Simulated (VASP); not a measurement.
An input for Quantum ESPRESSO's pw.x (written as the equivalent of a VASP run, and not itself run):

```
&CONTROL
  calculation = 'scf'
  pseudo_dir = './pseudo'
  outdir = './out'
  tprnfor = .true.
  tstress = .true.
/
&SYSTEM
  ibrav = 0
  nat = 8
  ntyp = 4
  ecutwfc = 92
  occupations = 'smearing'
  smearing = 'fermi-dirac'
  degauss = 0.003675
  input_dft = 'pbe'
/
&ELECTRONS
  conv_thr = 7.3e-08
  electron_maxstep = 100
/
ATOMIC_SPECIES
  Cu 63.546 Cu.upf
  Zn 65.380 Zn.upf
  Ge 72.630 Ge.upf
  S 32.060 S.upf
CELL_PARAMETERS angstrom
    -2.5838840    2.5838840    5.1758630
     2.5838840   -2.5838840    5.1758630
     2.5838840    2.5838840   -5.1758630
ATOMIC_POSITIONS crystal
  Cu   0.0000000  0.0000000  0.0000000
  Cu   0.7500000  0.2500000  0.5000000
  Zn   0.2500000  0.7500000  0.5000000
  Ge   0.5000000  0.5000000  0.0000000
  S    0.6290000  0.6280000  0.5130000
  S    0.1150000  0.1160000  0.4870000
  S    0.3720000  0.8850000  0.0010000
  S    0.8840000  0.3710000  0.9990000
K_POINTS automatic
  1 1 1 0 0 0
```

Question: Translate this input to VASP (INCAR, KPOINTS, POSCAR, choice of POTCAR).

Answer: This is not unique; one that fits is 
### INCAR
```
SYSTEM = ZnCu2GeS4
PREC = Accurate
ENCUT = 300
EDIFF = 1E-6
NELM = 100
ALGO = Normal
LREAL = .FALSE.
LASPH = .TRUE.
ISMEAR = -1
SIGMA = 0.05
GGA = PE
LMAXMIX = 4
LWAVE = .FALSE.
LCHARG = .FALSE.
ISIF = 2
```

**POSCAR**
```
ZnCu2GeS4
1
   -2.5838840000     2.5838840000     5.1758630000
    2.5838840000    -2.5838840000     5.1758630000
    2.5838840000     2.5838840000    -5.1758630000
Cu Zn Ge S
2 1 1 4
Direct
  0.0000000000   0.0000000000   0.0000000000
  0.7500000000   0.2500000000   0.5000000000
  0.2500000000   0.7500000000   0.5000000000
  0.5000000000   0.5000000000   0.0000000000
  0.6290000000   0.6280000000   0.5130000000
  0.1150000000   0.1160000000   0.4870000000
  0.3720000000   0.8850000000   0.0010000000
  0.8840000000   0.3710000000   0.9990000000
```

KPOINTS:
```
Automatic mesh
0
Gamma
1 1 1
0 0 0
```

POTCAR, in this order: Cu Zn Ge_d S (PBE.64 set). Program: vasp_std.

Limits of the translation: the potentials are each code's own (VASP's PAW set, PseudoDojo norm-conserving files in pw.x), so ENCUT and ecutwfc are chosen apart and not converted; conv_thr bounds pw.x's estimated SCF error, while EDIFF bounds the energy change between steps.

The structure was generated: ZnCu2GeS4 was put into an ordered model structure, which need not be its known phase. The cell was not relaxed at this level. The k-mesh is coarse (spacing up to 1.72 per Å, 2π included), so the numbers may not be converged in it. The run is one of a series of settings (KPOINTS 1×1×1 Γ-centred mesh against the base run), some of them coarse on purpose.
